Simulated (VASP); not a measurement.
Crystal: Li.

```
CELL_PARAMETERS angstrom
-1.75465 1.75465 1.75465
1.75465 -1.75465 1.75465
1.75465 1.75465 -1.75465
ATOMIC_POSITIONS crystal
Li 0.00000 0.00000 0.00000
```

```yaml
Program: VASP 6.6.1
Task: relaxation of cell and atoms
Functional: LDA
Potentials_or_basis: VASP PAW LDA potentials, release 64 (Li_sv)
Cutoff: 600 eV
k_mesh: 16 × 16 × 16
Occupations: methfessel-paxton, width 0.1 eV
Spin: no spin polarisation
```

At the start: pressure -1.7 GPa; volume 21.61 Å³/atom.

Question: Where does the relaxation end?

Answer: Over 4 steps the energy falls by 16.7 meV/atom and the volume is 18.70 Å³/atom (-13.4 %); space group Im-3m (No. 229, to 0.05 Å).

The path:
| step | energy change (eV) | largest force (eV/Å) | pressure (GPa) | volume (Å³) |
| --- | --- | --- | --- | --- |
| 1 | 0.0000 | 0.0000 | -1.67 | 21.61 |
| 2 | -0.0066 | 0.0000 | -1.37 | 20.91 |
| 3 | -0.0161 | 0.0000 | -0.36 | 19.22 |
| 4 | -0.0167 | 0.0000 | 0.05 | 18.70 |

Final structure:
```
Li
1.0
    -1.67217    1.67217    1.67217
     1.67217   -1.67217    1.67217
     1.67217    1.67217   -1.67217
Li
1
Direct
  0.00000 0.00000 0.00000
```

Caveat: the cutoff is under 1.25 times the usual one of these potentials, so pressure, stress and relaxed cells hold a basis-set (Pulay) error; the volume moved by -13 % from the deposited cell, more than functionals usually miss.
